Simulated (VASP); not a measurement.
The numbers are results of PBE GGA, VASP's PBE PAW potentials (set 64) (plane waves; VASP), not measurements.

The input files of a VASP run:

KPOINTS:
```
K-points
0
gamma
 6 6 2
0 0 0
```

### INCAR
```
SYSTEM = MoTe2
PREC = Accurate
ENCUT = 300
EDIFF = 1E-6
NELM = 100
ALGO = Normal
LREAL = .FALSE.
LASPH = .TRUE.
ISMEAR = -1
SIGMA = 0.05
GGA = PE
LMAXMIX = 4
LWAVE = .FALSE.
LCHARG = .FALSE.
ISIF = 2
```

File POSCAR:
```
MoTe2
1
    1.7230750000    -2.9844540000     0.0000000000
    1.7230750000     2.9844540000     0.0000000000
    0.0000000000     0.0000000000    13.6671190000
Te Mo
4 2
Direct
  0.3333330000   0.6666670000   0.8790000000
  0.6666670000   0.3333330000   0.3790000000
  0.6666670000   0.3333330000   0.1210000000
  0.3333330000   0.6666670000   0.6210000000
  0.3333330000   0.6666670000   0.2500000000
  0.6666670000   0.3333330000   0.7500000000
```

POTCAR, in this order: Te Mo_sv (PBE.64 set). Program: vasp_std.

What will the output report for the number of irreducible k-points (NKPTS), largest plane-wave count, number of space-group operations, FFT grid (NGX, NGY, NGZ)?

The number of irreducible k-points (NKPTS) comes out as 14. The largest plane-wave count comes out as 1689, the number of space-group operations is 24 and the FFT grid (NGX, NGY, NGZ) comes out as 20 × 20 × 80.

The structure is a typed MoTe2 crystal. The cell was not relaxed at this level, and its volume differs by -5.9 % from the start's.
